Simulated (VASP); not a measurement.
**Ba$_{3}$CaO$_{4}$ (ordered alloy cell): computed properties**

Calculation: PBEsol GGA, VASP's PBE PAW potentials (set 64) (plane waves; VASP 6.6.1).

- space group = R-3m (166)
- cell = a = b = 3.774 Å, c = 37.312 Å, α = β = 90.00°, γ = 120.00°
- volume per atom = 19.18 Å³/atom
- band gap (over mesh and band path) = 2.03 eV
- smallest direct gap (over mesh and band path) = 2.12 eV
- band-edge character = indirect, L to F
- density = 5.59 g/cm³

```
Ba3CaO4
1.0
    0.00000     2.66875     2.66875
    2.66875     0.00000     2.66875
   10.73906    10.73906    -0.06408
Ca O Ba
1 4 3
Direct
  0.00000   0.00000   0.00000
  0.52801   0.52801   0.10399
  0.50985   0.50985   0.36761
  0.49015   0.49015   0.63239
  0.47199   0.47199   0.89601
  0.01941   0.01941   0.23544
  0.00000   0.00000   0.50000
  0.98059   0.98059   0.76456
```

Unless said otherwise, spin-orbit coupling is left out, though it shifts the bands of the heavy elements here.

The structure was generated: Ba3CaO4 was put into an ordered model structure (R-3m), which need not be its known phase. It was relaxed first. Symmetry was kept, so distortions that lower it aren't found.
